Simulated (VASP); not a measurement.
Consider the following.

```
CELL_PARAMETERS angstrom
      1.36708    -2.36786     0.00000
      1.36708     2.36786     0.00000
      0.00000     0.00000     4.36889
ATOMIC_POSITIONS crystal
  Ti 0.33333 0.66667 0.25000
  Ti 0.66667 0.33333 0.75000
```

The numbers are results of LDA (Ceperley-Alder, Perdew-Zunger), VASP's LDA PAW potentials (set 64) (plane waves; VASP 6.6.1), not measurements. Settings: 500 eV cut-off, 15×15×8 Γ-centred mesh, first-order Methfessel-Paxton smearing of 0.10 eV, potentials Ti_sv.

Energy and stress use the plane-wave basis of the starting cell.

The ions, cell shape and volume at an external pressure of 30.0 GPa are relaxed. Which structure does the run end with?

```
CELL_PARAMETERS angstrom
      1.34162    -2.32375     0.00000
      1.34162     2.32375     0.00000
      0.00000     0.00000     4.31341
ATOMIC_POSITIONS crystal
  Ti 0.33333 0.66667 0.25000
  Ti 0.66667 0.33333 0.75000
```
Space group P6_3/mmc (194), at a tolerance of 0.03 Å.

How do energy and volume change from the first to the last step?

The energy (σ→0) changes by +108.2 meV/atom and the volume by -4.9 %, in 8 ionic steps.

```tsv
step	E(σ→0) (eV)	max force (eV/Å)	pressure (GPa)	volume (Å³)
1	-16.8781	0.000	19.99	28.28
2	-16.1491	0.000	49.66	24.82
3	-16.6741	0.000	29.75	26.96
4	-16.6686	0.000	29.94	26.93
5	-16.6636	0.000	30.16	26.91
6	-16.6627	0.000	30.14	26.90
7	-16.6620	0.000	30.16	26.90
8	-16.6617	0.000	30.19	26.89
```

The compound is Ti in the hcp structure. This run relaxes it under an external pressure of 30 GPa. Symmetry was kept, so distortions that lower it aren't found.
